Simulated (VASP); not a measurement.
Here is a VASP 6.6.1 calculation.

Contents of POSCAR:

```
Ta4NiO11                                
1.0
    4.6506110500      0.0000000000     -0.0390931911
    0.0000000000      5.7442142061      0.0000000000
   -2.0034785473      0.0000000000      7.1677646606
  Ta              Ni              O             
     4     1    11
Direct
     0.6045461501344860    0.5000000000000000    0.7600313687594454
     0.3954538498655141    0.5000000000000000    0.2399686312405546
     0.1594767163153526    0.0000000000000000    0.7963508367473747
     0.8405232836846473    0.0000000000000000    0.2036491632526252
     0.5000000000000000    0.0000000000000000    0.5000000000000000
     0.3363823565985740    0.8007409967864224    0.6474186253177482
     0.6636176434014259    0.8007409967864224    0.3525813746822518
     0.9059147031967342    0.2614433352750933    0.8092384745558773
     0.0940852968032658    0.2614433352750933    0.1907615254441228
     0.6636176434014259    0.1992590032135777    0.3525813746822518
     0.3363823565985740    0.1992590032135777    0.6474186253177482
     0.0940852968032658    0.7385566647249068    0.1907615254441228
     0.9059147031967342    0.7385566647249068    0.8092384745558773
     0.5000000000000000    0.5000000000000000    0.0000000000000000
     0.5000000000000000    0.0000000000000000    0.0000000000000000
     0.5000000000000000    0.5000000000000000    0.5000000000000000
```

File INCAR.step1:

```
SYSTEM = Ta4NiO11
  PREC = Accurate
  ENCUT = 520
  EDIFF = 1E-6
  ISMEAR = -1
  SIGMA = 0.05
  LREAL = .FALSE.
  LASPH = .TRUE.
  NELM = 100
  ALGO = Normal
  ISIF = 2
  LWAVE = .FALSE.
  LCHARG = .TRUE.
  ISPIN = 2
  MAGMOM = 0 0 0 0 1 0 0 0 0 0 0 0 0 0 0 0
  LORBIT = 11
  LMAXMIX = 4
  GGA = CA
  KPAR = 4
```

File KPOINTS.step1:

```
Automatic mesh
0
G
  6 5 4
  0 0 0
```

File INCAR.step2:

```
SYSTEM = Ta4NiO11
  PREC = Accurate
  ENCUT = 520
  EDIFF = 1E-6
  ISMEAR = 0
  SIGMA = 0.05
  LREAL = .FALSE.
  LASPH = .TRUE.
  NELM = 100
  ALGO = Normal
  ISIF = 2
  LWAVE = .FALSE.
  LCHARG = .FALSE.
  ISPIN = 2
  MAGMOM = 0 0 0 0 1 0 0 0 0 0 0 0 0 0 0 0
  LORBIT = 11
  LMAXMIX = 4
  GGA = CA
  KPAR = 4
  ICHARG = 11
```

File KPOINTS.step2:

```
path GYHCEM1AXH1,MDZ,YD
15
line-mode
reciprocal
 0.0000000000  0.0000000000  0.0000000000  G
 0.0000000000  0.0000000000  0.5000000000  Y

 0.0000000000  0.0000000000  0.5000000000  Y
-0.4474843174  0.0000000000  0.6855711242  H

-0.4474843174  0.0000000000  0.6855711242  H
-0.5000000000  0.0000000000  0.5000000000  C

-0.5000000000  0.0000000000  0.5000000000  C
-0.5000000000  0.5000000000  0.5000000000  E

-0.5000000000  0.5000000000  0.5000000000  E
-0.5525156826  0.5000000000  0.3144288758  M1

-0.5525156826  0.5000000000  0.3144288758  M1
-0.5000000000  0.5000000000  0.0000000000  A

-0.5000000000  0.5000000000  0.0000000000  A
-0.5000000000  0.0000000000  0.0000000000  X

-0.5000000000  0.0000000000  0.0000000000  X
-0.5525156826  0.0000000000  0.3144288758  H1

-0.4474843174  0.5000000000  0.6855711242  M
 0.0000000000  0.5000000000  0.5000000000  D

 0.0000000000  0.5000000000  0.5000000000  D
 0.0000000000  0.5000000000  0.0000000000  Z

 0.0000000000  0.0000000000  0.5000000000  Y
 0.0000000000  0.5000000000  0.5000000000  D
```

Potentials or basis: VASP PAW LDA potentials, release 64 (Ta_pv, Ni, O).

Run with:

```bash
$ cat potpaw_LDA.64/Ta_pv/POTCAR potpaw_LDA.64/Ni/POTCAR potpaw_LDA.64/O/POTCAR > POTCAR
$ cp INCAR.step1 INCAR
$ cp KPOINTS.step1 KPOINTS
$ mpirun -np 4 vasp_std > vasp.out
$ cp INCAR.step2 INCAR
$ cp KPOINTS.step2 KPOINTS
$ mpirun -np 4 vasp_std > vasp.out
```

Question: Predict the band gap on the k mesh.

Answer: 0.94 eV, indirect (least direct gap 0.97 eV).

Question: Predict the band gap along the path.

Answer: 0.90 eV, indirect (least direct gap 0.93 eV).

Question: Predict the net moment.

Answer: 0.00 μB per cell.

Caveat: the log is that of the step along the path at fixed density, whose energy, stress, charges and moments have no meaning; spin-orbit coupling is left out, which moves the levels of the heavy elements. LDA gaps usually lie below the measured ones, often by a third to a half.
